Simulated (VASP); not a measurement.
The input files of a VASP run:

**INCAR**
```
ALGO = Normal
EDIFF = 1E-7
ENCUT = 520
GGA = RE
ISIF = 2
ISMEAR = 1
LASPH = .TRUE.
LCHARG = .FALSE.
LMAXMIX = 4
LREAL = .FALSE.
LWAVE = .FALSE.
NELM = 100
PREC = Accurate
SIGMA = 0.1
SYSTEM = Al3Sc
```

### KPOINTS
```
kpoints
0
gamma
 8 8 8
0 0 0
```

### POSCAR
```
Al3Sc
4.1666370
  0.9999999550   0.0000000000   0.0000000000
  0.0000000000   0.9999999550   0.0000000000
  0.0000000000   0.0000000000   0.9999999550
Sc Al
1 3
Cart
  0.0000000000   0.0000000000   0.0000000000
  0.0000000000   0.4999999775   0.4999999775
  0.4999999775   0.0000000000   0.4999999775
  0.4999999775   0.4999999775   0.0000000000
```

POTCAR, in this order: Sc_sv Al (PBE.64 set). Program: vasp_std.

**Question.** Translate this revPBE calculation to Quantum ESPRESSO's pw.x.

**Answer.** One equivalent input (not run):
```
&CONTROL
  calculation = 'scf'
  pseudo_dir = './pseudo'
  outdir = './out'
  tprnfor = .true.
  tstress = .true.
/
&SYSTEM
  ibrav = 0
  nat = 4
  ntyp = 2
  ecutwfc = 78
  occupations = 'smearing'
  smearing = 'methfessel-paxton'
  degauss = 0.00735
  input_dft = 'revpbe'
/
&ELECTRONS
  conv_thr = 7.3e-09
  electron_maxstep = 100
/
ATOMIC_SPECIES
  Sc 44.956 Sc.upf
  Al 26.982 Al.upf
CELL_PARAMETERS angstrom
     4.1666368    0.0000000    0.0000000
     0.0000000    4.1666368    0.0000000
     0.0000000    0.0000000    4.1666368
ATOMIC_POSITIONS crystal
  Sc   0.0000000  0.0000000  0.0000000
  Al   0.0000000  0.5000000  0.5000000
  Al   0.5000000  0.0000000  0.5000000
  Al   0.5000000  0.5000000  0.0000000
K_POINTS automatic
  8 8 8 0 0 0
```
What does not carry over: the potentials are each code's own (VASP's PAW set, PseudoDojo norm-conserving files in pw.x), so ENCUT and ecutwfc are chosen apart and not converted; conv_thr bounds pw.x's estimated SCF error, while EDIFF bounds the energy change between steps.

The compound is Al3Sc in the L1_2 structure. This cell is one point of a volume scan, at 1.03 of the reference volume.
